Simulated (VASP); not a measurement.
OSZICAR of a VASP run on LiH (rock salt):

**OSZICAR**
```
       N       E                     dE             d eps       ncg     rms          rms(c)
DAV:   1    -0.190483535523E+01   -0.19048E+01   -0.14893E+03  1014   0.610E+02
DAV:   2    -0.627769600240E+01   -0.43729E+01   -0.43729E+01  1428   0.669E+01
DAV:   3    -0.635438102888E+01   -0.76685E-01   -0.76685E-01  1206   0.820E+00
DAV:   4    -0.635527354338E+01   -0.89251E-03   -0.89251E-03  1326   0.752E-01
DAV:   5    -0.635528036939E+01   -0.68260E-05   -0.68260E-05  1260   0.507E-02    0.294E+00
DAV:   6    -0.616898157257E+01    0.18630E+00   -0.14766E-01  1224   0.181E+00    0.150E+00
DAV:   7    -0.610389079808E+01    0.65091E-01   -0.20419E-01  1320   0.234E+00    0.226E-01
DAV:   8    -0.610563533533E+01   -0.17445E-02   -0.52928E-03  1182   0.658E-01    0.446E-02
DAV:   9    -0.610558732952E+01    0.48006E-04   -0.25940E-04  1524   0.994E-02    0.835E-03
DAV:  10    -0.610558066535E+01    0.66642E-05   -0.56567E-06  1110   0.217E-02    0.168E-03
DAV:  11    -0.610557954956E+01    0.11158E-05   -0.26300E-07  1404   0.480E-03    0.604E-04
DAV:  12    -0.610557888346E+01    0.66611E-06   -0.12532E-08   558   0.117E-03    0.603E-04
DAV:  13    -0.610557904350E+01   -0.16005E-06   -0.16084E-08   540   0.734E-04    0.507E-05
DAV:  14    -0.610557907495E+01   -0.31443E-07   -0.71926E-10   510   0.238E-04
   1 F= -.64762941E+01 E0= -.64762941E+01  d E =0.000000E+00
```

Question: Which electronic solver shows in the log?

Answer: It is blocked Davidson (ALGO = Normal, or the opening steps of other solvers). The INCAR had ALGO = Normal.

Question: Can the final energy be trusted as converged?

Answer: The run converged. It stopped with EDIFF = 1E-7, NELM = 100 (PBE GGA with D3 dispersion (Becke-Johnson damping), plane waves, VASP's PBE PAW potentials (set 64)).

The compound is LiH in the rock salt structure. It was relaxed first, which changed the volume by -15 %.
